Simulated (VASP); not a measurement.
Given:

```
TiC
1.0
    0.00000     2.14488     2.14488
    2.14488     0.00000     2.14488
    2.14488     2.14488     0.00000
Ti C
1 1
Cartesian
  0.00000   0.00000   0.00000
  2.14488   2.14488   2.14488
```

Computed with AM05 GGA, VASP's PBE PAW potentials (set 64) (plane waves; VASP 6.6.1). Numerical set-up: 520 eV cut-off, 15×15×15 Γ-centred mesh, first-order Methfessel-Paxton smearing of 0.10 eV, potentials Ti_sv C.

**Question.** The job: TiC (rock salt), 2 atoms, AM05, static run, 520 eV, 15×15×15 Γ-centred mesh. Roughly how much core time does it take on a busy server core?

**Answer.** About 20 core-seconds (one run on a shared machine, a rough figure). It had 120 irreducible k-points, 12 bands, up to 544 plane waves and 14 electronic steps.

The compound is TiC in the rock salt structure. It was relaxed first.
